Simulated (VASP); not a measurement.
A cell of Al3Sc (L1_2) near equilibrium:

```yaml
crystal:
  lattice:
    - [4.08460, 0.00000, 0.00000]
    - [0.00000, 4.08460, 0.00000]
    - [0.00000, 0.00000, 4.08460]
  atoms:
    - { symbol: Sc, position: [0.00000, 0.00000, 0.00000] }
    - { symbol: Al, position: [0.00000, 0.50000, 0.50000] }
    - { symbol: Al, position: [0.50000, 0.00000, 0.50000] }
    - { symbol: Al, position: [0.50000, 0.50000, 0.00000] }
```

All values below come from r2SCAN meta-GGA, VASP's PBE PAW potentials (set 64) (plane waves; VASP 6.6.1).

| run | ΔE (meV/atom) | σxx | σyy | σzz | largest shear component, with its sign (GPa) | largest force (eV/Å) |
|---|---|---|---|---|---|---|
| as it is | 0.0 | 0.06 | 0.06 | 0.06 | 0.00 | 0.000 |
| after one change | 11.2 | 5.42 | 5.42 | 1.87 | 0.00 | 0.000 |
Stress is in GPa, positive when the cell is compressed.

What was changed between the two runs?
(A) isotropic strain of -1.0 %
(B) biaxial strain of -2.0 % in the xy plane
(C) isotropic strain of +3.0 %
(D) atom 2 (Al) moved by -0.025 Å along y

B, biaxial strain of -2.0 % in the xy plane

The compound is Al3Sc in the L1_2 structure.
